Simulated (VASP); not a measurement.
ZnS (zinc blende): the LDA gap over mesh and path against the volume, with the cell scaled uniformly; LDA's own equilibrium is at 18.594 Å³/atom. VASP (PAW), 400 eV cut-off, 10×10×10 Γ-centred mesh, Gaussian smearing of 0.050 eV, potentials Zn S.  Fit the value as a straight line in ln V.

```
V (Å³/atom)  LDA gap over mesh and path (eV)
-----------  -------------------------------
16.363                                 2.731
16.921                                 2.597
17.478                                 2.443
18.036                                 2.295
18.594                                 2.154
19.152                                 2.020
```

Fit the rows as the text says and predict the value at 19.71.

The slope against ln V is -4.57 eV, the volume deformation potential of this gap. The line misses the rows by up to 0.010 and gives 1.890 at 19.71. The run gave 1.892, +0.002 from the line.

Left out are failed runs and those whose mesh is unfit for this quantity.

The compound is ZnS in the zinc blende structure.
